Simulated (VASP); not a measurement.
## CdS: single point with PBE

The system is CdS.

```
Cd S
1.0
     0.00000    2.91650    2.91650
     2.91650    0.00000    2.91650
     2.91650    2.91650    0.00000
Cd S
1 1
Cartesian
  0.0000 0.0000 0.0000
  1.4583 1.4583 1.4583
```

```yaml
Program: VASP 6.6.1
Task: single point
Functional: PBE
Potentials_or_basis: VASP PAW PBE potentials, release 64 (Cd, S)
Cutoff: 300 eV
k_mesh: 8 × 8 × 8
Occupations: gaussian, width 0.02 eV
Spin: no spin polarisation
```

```yaml
Band_gap_on_the_k_mesh: 1.14 eV, direct
```

Levels at points of the mesh, in eV from the valence-band top:
```tsv
k point	band 6	band 7	band 8	band 9	band 10	band 11	band 12	band 13
(0.00, 0.00, 0.00)	-7.23	0.00	0.00	0.00	1.14	6.55	6.55	6.55
(0.50, 0.00, 0.00)	-6.85	-4.41	-0.75	-0.75	3.01	7.01	7.01	7.48
(0.50, 0.50, 0.00)	-6.79	-3.96	-1.88	-1.88	3.55	4.35	9.23	10.78
```

It took 5.6 s on 1 thread of Intel(R) Xeon(R) Platinum 8559C (Emerald Rapids), with other jobs on the host, peak memory 0.13 GiB.

 A hybrid or GW would open this gap; PBE tends to underestimate it.
